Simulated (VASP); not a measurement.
Given:

```yaml
crystal:
  lattice:
    - [-2.86350, 2.84118, 1.59930]
    - [2.86350, -2.84118, 1.59930]
    - [2.86350, 2.84118, -1.59930]
  atoms:
    - { symbol: Sn, position: [0.25000, 0.75000, 0.50000] }
    - { symbol: Sn, position: [0.00000, 0.00561, 0.00561] }
```

The numbers are results of PBE GGA, VASP's PBE PAW potentials (set 64) (plane waves; VASP 6.6.1), not measurements. Numerical set-up: 400 eV cut-off, KSPACING 0.35 per Å, first-order Methfessel-Paxton smearing of 0.10 eV, potentials Sn_d.

Q: Which forces act on the atoms, in eV/Å?

A: 
```csv
atom,Fx,Fy,Fz
Sn1,0.143,0.000,-0.037
Sn2,-0.143,0.000,0.037
```

Q: Give the stress tensor in GPa (positive for a compressed cell).

A: 
```
5.55  0.00  1.10
0.00  6.40  0.00
1.10  0.00  3.19
```
The pressure is its mean diagonal, 5.05 GPa.

The compound is Sn in the beta structure. The cell was not relaxed at this level. The run is one of a series of settings (KGAMMA = .TRUE., KSPACING = 0.35, KPOINTS file removed against the base run), some of them coarse on purpose.
